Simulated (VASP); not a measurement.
VASP ran on this input.

INCAR:
```
SYSTEM = BP
PREC = Accurate; ENCUT = 520; LREAL = F
LASPH = T
EDIFF = 1E-7; NELM = 100; ALGO = Normal
ISMEAR = 0; SIGMA = 0.05
GGA = CX; LUSE_VDW = T; AGGAC = 0.0
ISIF = 2
LWAVE = F; LCHARG = F
```

POSCAR:
```
BP
2.2460110
  0.0000000000   0.9999997966   0.9999997966
  0.9999997966   0.0000000000   0.9999997966
  0.9999997966   0.9999997966   0.0000000000
B P
1 1
Cartesian
  0.0000000000   0.0000000000   0.0000000000
  0.4999998983   0.4999998983   0.4999998983
```

### KPOINTS
```
K-points
0
gamma
 10 10 10
```

POTCAR, in this order: B P (PBE.64 set). Program: vasp_std.

Problem. Write an equivalent input for Quantum ESPRESSO's pw.x.

Solution. One equivalent input (not run):
```
&CONTROL
  calculation = 'scf'
  pseudo_dir = './pseudo'
  outdir = './out'
  tprnfor = .true.
  tstress = .true.
/
&SYSTEM
  ibrav = 0
  nat = 2
  ntyp = 2
  ecutwfc = 76
  occupations = 'smearing'
  smearing = 'gaussian'
  degauss = 0.003675
  input_dft = 'vdw-df-cx'
/
&ELECTRONS
  conv_thr = 7.3e-09
  electron_maxstep = 100
/
ATOMIC_SPECIES
  B 10.810 B.upf
  P 30.974 P.upf
CELL_PARAMETERS angstrom
     0.0000000    2.2460105    2.2460105
     2.2460105    0.0000000    2.2460105
     2.2460105    2.2460105    0.0000000
ATOMIC_POSITIONS crystal
  B    0.0000000  0.0000000  0.0000000
  P    0.2500000  0.2500000  0.2500000
K_POINTS automatic
  10 10 10 0 0 0
```
The two are equivalent in intent, not identical: the potentials are each code's own (VASP's PAW set, PseudoDojo norm-conserving files in pw.x), so ENCUT and ecutwfc are chosen apart and not converted; conv_thr bounds pw.x's estimated SCF error, while EDIFF bounds the energy change between steps.

The compound is BP in the zinc blende structure. This cell is one point of a volume scan, at 0.97 of the reference volume.
